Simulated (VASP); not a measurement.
Given:

```
CaF2
1.0
    0.00000     2.76024     2.76024
    2.76024     0.00000     2.76024
    2.76024     2.76024     0.00000
Ca F
1 2
Direct
  0.00000   0.00000   0.00000
  0.25000   0.25000   0.25000
  0.75000   0.75000   0.75000
```

These are PBE GGA, VASP's PBE PAW potentials (set 64) (plane waves; VASP) values and carry that method's errors. Settings: PREC = Normal, EDIFF = 1E-5, 450 eV cut-off, 9×9×9 Γ-centred mesh, Gaussian smearing of 0.050 eV, potentials Ca_sv F.

At this cut-off the stress carries a Pulay error, which pulls relaxed volumes low.

Q: Give the stress tensor in GPa (positive for a compressed cell).

A: 
```
-2.12   0.00   0.00
 0.00  -2.12   0.00
 0.00   0.00  -2.12
```
The pressure is its mean diagonal, -2.12 GPa.

The compound is CaF2 in the fluorite structure. It was relaxed first.
